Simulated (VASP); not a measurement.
Input for VASP

**KPOINTS**
```
K-points
0
Gamma
 4 4 4
0 0 0
```

File POSCAR:
```
CaS
1
    0.0000000000     2.8450000000     2.8450000000
    2.8450000000     0.0000000000     2.8450000000
    2.8450000000     2.8450000000     0.0000000000
Ca S
1 1
Direct
  0.0000000000   0.0000000000   0.0000000000
  0.5000000000   0.5000000000   0.5000000000
```

INCAR:
```
ALGO=Normal
EDIFF=1E-8
ENCUT=500
GGA=PE
ISMEAR=0
LASPH=T
LCHARG=F
LREAL=F
LWAVE=T
NELM=100
PREC=Normal
SIGMA=0.01
SYSTEM=CaS
```

POTCAR, in this order: Ca_sv_GW S_GW (PBE.64 set). Program: vasp_std.

Write an equivalent input for Ansatz.

One equivalent input (not run):
Ansatz 0.2 input:
```yaml
crystal:
  lattice:
    - [0.0000000, 2.8450000, 2.8450000]
    - [2.8450000, 0.0000000, 2.8450000]
    - [2.8450000, 2.8450000, 0.0000000]
  atoms:
    - { symbol: Ca, position: [0.0000000, 0.0000000, 0.0000000] }
    - { symbol: S, position: [0.5000000, 0.5000000, 0.5000000] }
kpoints:
  mp_grid: { grid: [4, 4, 4] }
hamiltonian:
  xc: pbe
  pseudopotentials: { kind: paw }
scf:
  occupations: { method: gaussian, width: 0.01 }
  max_iter: 100
output: { forces: true, stress: true, eigenvalues: true }
```
What does not carry over: each code has its own PAW files, so the cut-off isn't converted (ENCUT is set for VASP's; basis.ecutwfc is left out, and Ansatz then takes the one that its files recommend); Ansatz stops its SCF on the density residual and VASP on the energy change (EDIFF).

The compound is CaS in the rock salt structure. The cell was not relaxed at this level. The k-mesh is coarse (spacing up to 0.48 per Å, 2π included), so the numbers may not be converged in it.
